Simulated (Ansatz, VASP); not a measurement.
# TaSbSe: VASP beside Ansatz

Contents of INCAR:

```
  PREC = Accurate
  ENCUT = 520
  EDIFF = 1E-7
  ISMEAR = -1
  SIGMA = 0.05
  LREAL = F
  LASPH = T
  NELM = 60
  ALGO = Normal
  ISIF = 2
  LWAVE = F
  LCHARG = F
  GGA = PE
  NBANDS = 18
```

KPOINTS

```
Automatic mesh
0
Gamma
  7 7 5
```

The input POSCAR:

```
TaSbSe
1.0
    3.6296100000      0.0000000000      0.0000000000
    0.0000000000      3.6296100000      0.0000000000
    0.0000000000      0.0000000000      5.6345500000
Ta Sb Se
1 1 1
Direct
    0.0000000000      0.0000000000      0.0000000000
    0.0000000000      0.0000000000      0.5000000000
    0.5000000000      0.5000000000      0.0000000000
```

input.yaml

```yaml
crystal:
  lattice:
    - [3.62961, 0.0, 0.0]
    - [0.0, 3.62961, 0.0]
    - [0.0, 0.0, 5.63455]
  atoms:
    - { symbol: Ta, position: [0.0, 0.0, 0.0] }
    - { symbol: Sb, position: [0.0, 0.0, 0.5] }
    - { symbol: Se, position: [0.5, 0.5, 0.0] }
hamiltonian:
  xc: pbe
  pseudopotentials: { kind: paw }
kpoints:
  mp_grid: { grid: [7, 7, 5] }
  band_path:
    path:
      - [[0.0, 0.0, 0.0], [0.0, 0.5, 0.0], [0.5, 0.5, 0.0], [0.0, 0.0, 0.0], [0.0, 0.0, 0.5], [0.0, 0.5, 0.5], [0.5, 0.5, 0.5], [0.0, 0.0, 0.5]]
      - [[0.0, 0.5, 0.0], [0.0, 0.5, 0.5]]
      - [[0.5, 0.5, 0.0], [0.5, 0.5, 0.5]]
    npoints: 14
scf:
  occupations: { method: fermi_dirac, width: 0.05 }
  n_extra_bands: 7
output:
  forces: true
  stress: true
  eigenvalues: true
  fatbands: false
```

The cell was built by a generator and needn't be a form met in nature.

Alike in both runs: functional PBE; k mesh 7 × 7 × 5; occupations fermi-dirac, width 0.05 eV; no spin polarisation.

```csv
,VASP,Ansatz
version,VASP 6.6.1,Ansatz 0.2.0
potentials or method,"VASP PAW PBE potentials, release 64 (Ta_pv, Sb, Se)",Ansatz PAW
plane-wave cutoff (eV),520,420
valence electrons in the cell,22,44
task,single point,band structure
```

|  | VASP | Ansatz | Ansatz less VASP |
| --- | --- | --- | --- |
| gap on the k mesh at the Fermi level (eV) | none | none | - |
| pressure (GPa) | 0.0 | -0.1 | -0.09 |
| largest component of the traceless stress (GPa) | 0.04 | 0.14 | +0.104 |

A gap of «none» marks a metal or a gap that the smearing closes. The functional is the same, so the differences come from potentials, cutoffs and numerics. The two sets of potentials don't hold the same shells in valence.

Caveats: spin-orbit coupling is left out, which moves the levels of the heavy elements (Ansatz). Spin-orbit coupling is left out, which matters for the levels of Sb, Ta.
